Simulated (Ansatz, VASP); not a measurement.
## TaSF in VASP and in Ansatz

```
CELL_PARAMETERS angstrom
3.46635 0.00000 0.00000
0.00000 3.46635 0.00000
0.00000 0.00000 4.16828
ATOMIC_POSITIONS crystal
Ta 0.50000 0.50000 0.50000
S 0.00000 0.00000 0.50000
F 0.50000 0.50000 0.00000
```

Alike in both runs: functional PBE; k mesh 14 × 14 × 12; occupations gaussian, width 0.1 eV; no spin polarisation.

Ansatz relaxed the structure, and its values are those at the end. VASP's run is a single point on that final structure, the one shown.

```csv
,VASP,Ansatz
version,VASP 6.6.1,Ansatz 0.2.0
potentials or method,"VASP PAW PBE potentials, release 64 (Ta_pv, S, F)","scalar-relativistic, plane waves, PAW"
plane-wave cutoff (eV),520,420
valence electrons in the cell,24,26
```

```tsv
	VASP	Ansatz	Ansatz less VASP
gap on the k mesh at the Fermi level (eV)	none	none	-
pressure (GPa)	0.1	0.0	-0.11
```

A gap of «none» marks a metal or a gap that the smearing closes. With one functional, cell and mesh, what is left measures potentials, basis and numerics. The two sets of potentials don't hold the same shells in valence.

Spin-orbit coupling is left out, which matters for the levels of Ta.
